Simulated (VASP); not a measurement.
**GaBi (relaxed from the CuAu structure, space group P4/mmm): computed properties**

Level of theory: PBEsol GGA, VASP's PBE PAW potentials (set 64) (plane waves; VASP 6.6.1).

```
Quantity                                                                        Result
----------------------------------  --------------------------------------------------
space group                                                               P4/mmm (123)
cell                                a = b = 3.2783 Å, c = 4.7098 Å, α = β = γ = 90.00°
volume per atom                                                          25.31 Å³/atom
band gap (over mesh and band path)            none (metal, semimetal or under 0.01 eV)
band gap with spin-orbit coupling                                      none (metallic)
density                                                                     9.14 g/cm³
```

Space group P4/mmm (No. 123); a = b = 3.2783 Å, c = 4.7098 Å, α = β = γ = 90.00°

| atom | site | symmetry | x | y | z |
|---|---|---|---|---|---|
| Ga | 1d | 4/mmm | 0.5000 | 0.5000 | 0.5000 |
| Bi | 1a | 4/mmm | 0.0000 | 0.0000 | 0.0000 |

Unless said otherwise, spin-orbit coupling is left out, though it shifts the bands of the heavy elements here.

The structure was generated: GaBi was put into the CuAu type (P4/mmm), which need not be its known phase. It was relaxed first, which changed the volume by +23 %. Symmetry was kept, so distortions that lower it aren't found.
